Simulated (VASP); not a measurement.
The input files of a VASP run:

File KPOINTS:
```
Automatic mesh
0
Gamma
10 10 8
0 0 0
```

File POSCAR:
```
ZrB2
1
    1.5948349625    -2.7623356635     0.0000000000
    1.5948349625     2.7623356635    -0.0000000000
    0.0000000000     0.0000000000     3.5557910850
Zr B
1 2
Direct
  0.0000000000   0.0000000000   0.0000000000
  0.3333330000   0.6666670000   0.5000000000
  0.6666670000   0.3333330000   0.5000000000
```

INCAR:
```
SYSTEM = ZrB2
PREC = Accurate
ENCUT = 520
EDIFF = 1E-6
NELM = 100
ALGO = Normal
LREAL = .FALSE.
LASPH = .TRUE.
ISMEAR = 1
SIGMA = 0.1
GGA = RP
LMAXMIX = 4
LWAVE = .FALSE.
LCHARG = .FALSE.
IBRION = 2
ISIF = 3
NSW = 60
EDIFFG = -0.02
```

POTCAR, in this order: Zr_sv B (PBE.64 set). Program: vasp_std.

Question: Write an equivalent input for Ansatz.

Answer: One equivalent input (not run):
Ansatz 0.2 input:
```yaml
crystal:
  lattice:
    - [1.5948350, -2.7623357, 0.0000000]
    - [1.5948350, 2.7623357, 0.0000000]
    - [0.0000000, 0.0000000, 3.5557911]
  atoms:
    - { symbol: Zr, position: [0.0000000, 0.0000000, 0.0000000] }
    - { symbol: B, position: [0.3333330, 0.6666670, 0.5000000] }
    - { symbol: B, position: [0.6666670, 0.3333330, 0.5000000] }
kpoints:
  mp_grid: { grid: [10, 10, 8] }
hamiltonian:
  xc: rpbe
  pseudopotentials: { kind: paw }
scf:
  occupations: { method: methfessel_paxton, width: 0.1 }
  max_iter: 100
relax:
  max_steps: 60
  f_tol: 0.02
  cell: {}
output: { forces: true, stress: true, eigenvalues: true }
```
The two are equivalent in intent, not identical: each code has its own PAW files, so the cut-off isn't converted (ENCUT is set for VASP's; basis.ecutwfc is left out, and Ansatz then takes the one that its files recommend); Ansatz stops its SCF on the density residual and VASP on the energy change (EDIFF).

The compound is ZrB2 in the AlB2 type structure. This run relaxes it. Symmetry was kept, so distortions that lower it aren't found. The start is the result of an earlier pass.
